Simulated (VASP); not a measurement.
Crystal: MgO.

```
Mg O
1.0
     0.00000    2.12248    2.12248
     2.12248    0.00000    2.12248
     2.12248    2.12248    0.00000
Mg O
1 1
Direct
  0.00000 0.00000 0.00000
  0.50000 0.50000 0.50000
```

Base run:

| Quantity | Value |
| --- | --- |
| Program | VASP 6.6.1 |
| Functional | TB-mBJ |
| Potentials or basis | VASP PAW PBE potentials, release 64 (Mg, O) |
| Cutoff | 520 eV |
| k mesh | 12 × 12 × 12 |
| Occupations | gaussian, width 0.03 eV |
| Spin | no spin polarisation |

Its results: band gap on the k mesh 6.53 eV, direct.

**Question.** The run is repeated on the same cell with these changes: functional from TB-mBJ to PBE; further incar settings from ALGO = Normal; EDIFF = 1e-07; NBANDS = 11 to ALGO = Fast; EDIFF = 1e-07; NBANDS = 11. What comes out?

**Answer.** Band gap on the k mesh 4.50 eV, direct.
